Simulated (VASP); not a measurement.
These are optB86b-vdW, VASP's PBE PAW potentials (set 64) (plane waves; VASP 6.6.1) values and carry that method's errors.

VASP input:

KPOINTS:
```
Automatic mesh
0
Gamma
12 12 12
0 0 0
```

File POSCAR:
```
ZrC
1
    0.0000000000     2.3500000000     2.3500000000
    2.3500000000     0.0000000000     2.3500000000
    2.3500000000     2.3500000000     0.0000000000
Zr C
1 1
Direct
  0.0000000000   0.0000000000   0.0000000000
  0.5000000000   0.5000000000   0.5000000000
```

INCAR:
```
SYSTEM = ZrC
PREC = Accurate; ENCUT = 520; LREAL = .FALSE.
LASPH = .TRUE.
EDIFF = 1E-6; NELM = 100; ALGO = Normal
LMAXMIX = 4
ISMEAR = 1; SIGMA = 0.1
GGA = MK; LUSE_VDW = .TRUE.; AGGAC = 0.0
PARAM1 = 0.1234; PARAM2 = 1.0
IBRION = 2; NSW = 60; ISIF = 3
EDIFFG = -0.01
LWAVE = .FALSE.; LCHARG = .FALSE.
```

POTCAR, in this order: Zr_sv C (PBE.64 set). Program: vasp_std.

What VASP printed:

### OSZICAR
```
       N       E                     dE             d eps       ncg     rms          rms(c)
DAV:   1     0.115094674570E+03    0.11509E+03   -0.90301E+03  1728   0.135E+03
DAV:   2    -0.135700180522E+02   -0.12866E+03   -0.12122E+03  2024   0.335E+02
DAV:   3    -0.193927910892E+02   -0.58228E+01   -0.56880E+01  2544   0.644E+01
DAV:   4    -0.196009886712E+02   -0.20820E+00   -0.20808E+00  2228   0.116E+01
DAV:   5    -0.196065844660E+02   -0.55958E-02   -0.55955E-02  2496   0.159E+00    0.212E+01
DAV:   6    -0.162672742282E+02    0.33393E+01   -0.16842E+01  1940   0.284E+01    0.816E+00
DAV:   7    -0.161271338607E+02    0.14014E+00   -0.80029E-01  2000   0.726E+00    0.600E+00
DAV:   8    -0.161206316789E+02    0.65022E-02   -0.14106E-01  1852   0.350E+00    0.155E+00
DAV:   9    -0.161162300477E+02    0.44016E-02   -0.31109E-02  2144   0.118E+00    0.465E-01
DAV:  10    -0.161166209315E+02   -0.39088E-03   -0.19815E-03  1992   0.575E-01    0.374E-01
DAV:  11    -0.161164360269E+02    0.18490E-03   -0.67457E-04  1920   0.213E-01    0.181E-02
DAV:  12    -0.161164350737E+02    0.95324E-06   -0.14053E-05  2676   0.410E-02    0.112E-02
DAV:  13    -0.161164348100E+02    0.26366E-06   -0.22870E-07  1116   0.547E-03
   1 F= -.16116435E+02 E0= -.16116318E+02  d E =-.161164E+02
       N       E                     dE             d eps       ncg     rms          rms(c)
DAV:   1    -0.161196597224E+02   -0.32246E-02   -0.11809E-01  1756   0.399E+00    0.755E-01
DAV:   2    -0.161167044777E+02    0.29552E-02   -0.76909E-03  1752   0.110E+00    0.222E-01
DAV:   3    -0.161161317712E+02    0.57271E-03   -0.30484E-03  2476   0.471E-01    0.802E-02
DAV:   4    -0.161162067112E+02   -0.74940E-04   -0.91351E-05  2496   0.790E-02    0.592E-02
DAV:   5    -0.161162788150E+02   -0.72104E-04   -0.10838E-04  2740   0.596E-02    0.899E-03
DAV:   6    -0.161162804963E+02   -0.16813E-05   -0.46808E-06  2152   0.213E-02    0.661E-03
DAV:   7    -0.161162814601E+02   -0.96385E-06   -0.12726E-06  1028   0.147E-02
   2 F= -.16116281E+02 E0= -.16116156E+02  d E =0.153350E-03
       N       E                     dE             d eps       ncg     rms          rms(c)
DAV:   1    -0.161178094767E+02   -0.15290E-02   -0.44949E-02  1756   0.247E+00    0.464E-01
DAV:   2    -0.161167034571E+02    0.11060E-02   -0.29933E-03  1760   0.682E-01    0.137E-01
DAV:   3    -0.161164828916E+02    0.22057E-03   -0.11340E-03  2464   0.287E-01    0.478E-02
DAV:   4    -0.161165078789E+02   -0.24987E-04   -0.37234E-05  2548   0.500E-02    0.366E-02
DAV:   5    -0.161165290088E+02   -0.21130E-04   -0.33835E-05  2780   0.342E-02    0.481E-03
DAV:   6    -0.161165294691E+02   -0.46032E-06   -0.23200E-06  1600   0.146E-02
   3 F= -.16116529E+02 E0= -.16116409E+02  d E =-.946591E-04
```

OUTCAR:
```
------------------------ aborting loop because EDIFF is reached ----------------------------------------
  FORCE on cell =-STRESS in cart. coord.  units (eV):
  Direction    XX          YY          ZZ          XY          YZ          ZX
  --------------------------------------------------------------------------------------
  Total        0.0015010      0.0015010      0.0015010     -0.0000000      0.0000000     -0.0000000
  in kB        0.0928620      0.0928620      0.0928620     -0.0000000      0.0000000     -0.0000000
  external PRESSURE =       0.0928620 kB  Pullay stress =       0.0000000 kB
  volume of cell :       25.90
      direct lattice vectors                 reciprocal lattice vectors
     0.000000000  2.348224220  2.348224220    -0.212926856  0.212926856  0.212926856
     2.348224220  0.000000000  2.348224220     0.212926856 -0.212926856  0.212926856
     2.348224220  2.348224220 -0.000000000     0.212926856  0.212926856 -0.212926856
 POSITION                                       TOTAL-FORCE (eV/Angst)
 -----------------------------------------------------------------------------------
      0.00000      0.00000      0.00000         0.000000     -0.000000      0.000000
      2.34822      2.34822      2.34822        -0.000000      0.000000     -0.000000
 -----------------------------------------------------------------------------------
    total drift:                                0.000000      0.000000      0.000000
  FREE ENERGIE OF THE ION-ELECTRON SYSTEM (eV)
  ---------------------------------------------------
  free  energy   TOTEN  =       -16.1165294691 eV

  energy  without entropy=      -16.1161694661  energy(sigma->0) =      -16.11640947

 reached required accuracy - stopping structural energy minimisation
```
(Selected blocks of OUTCAR.)

### CONTCAR
```
ZrC
   1.00000000000000
     0.0000000000000000    2.3482242200870087    2.3482242200870087
     2.3482242200870087    0.0000000000000000    2.3482242200870087
     2.3482242200870087    2.3482242200870087   -0.0000000000000000
  Zr              C
     1     1
Direct
     0.0000000000000000    0.0000000000000000    0.0000000000000000
     0.5000000000000000    0.5000000000000000    0.5000000000000000
```

The compound is ZrC in the rock salt structure. This run relaxes it. Symmetry was kept, so distortions that lower it aren't found.
